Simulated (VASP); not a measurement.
Input:

```yaml
crystal:
  lattice:
    - [0.00000, 2.26651, 2.26651]
    - [2.26651, 0.00000, 2.26651]
    - [2.26651, 2.26651, 0.00000]
  atoms:
    - { symbol: Na, position: [0.00000, 0.00000, 0.00000] }
    - { symbol: F, position: [0.50000, 0.50000, 0.50000] }
```

Level of theory: optB88-vdW, VASP's PBE PAW potentials (set 64) (plane waves; VASP). Settings: 520 eV cut-off, 10×10×10 Γ-centred mesh, Gaussian smearing of 0.050 eV, potentials Na_pv F.

Question: Give the stress tensor in GPa (positive for a compressed cell).

Answer: 
```
3.64  0.00  0.00
0.00  3.64  0.00
0.00  0.00  3.64
```
The pressure is its mean diagonal, 3.64 GPa.

The compound is NaF in the rock salt structure. This cell is one point of a volume scan, at 0.94 of the reference volume.
